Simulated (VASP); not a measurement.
## TiSi (relaxed from the rock salt structure, space group Fm-3m): computed properties

These are r2SCAN meta-GGA, VASP's PBE PAW potentials (set 64) (plane waves; VASP) values and carry that method's errors.

```yaml
space_group: Fm-3m (225)
cell: a = 5.0885 Å, b = 5.0885 Å, c = 5.0885 Å, α = 90.00°, β = 90.00°, γ = 90.00°
volume_per_atom: 16.47 Å³/atom
band gap (over mesh and band path): none (metal, semimetal or under 0.01 eV)
density: 3.83 g/cm³
```

```
CELL_PARAMETERS angstrom
      0.00000     2.54423     2.54423
      2.54423     0.00000     2.54423
      2.54423     2.54423     0.00000
ATOMIC_POSITIONS crystal
  Ti 0.00000 0.00000 0.00000
  Si 0.50000 0.50000 0.50000
```

The structure was generated: TiSi was put into the rock salt type (Fm-3m), which need not be its known phase. It was relaxed first, which changed the volume by -34 %. Symmetry was kept, so distortions that lower it aren't found.
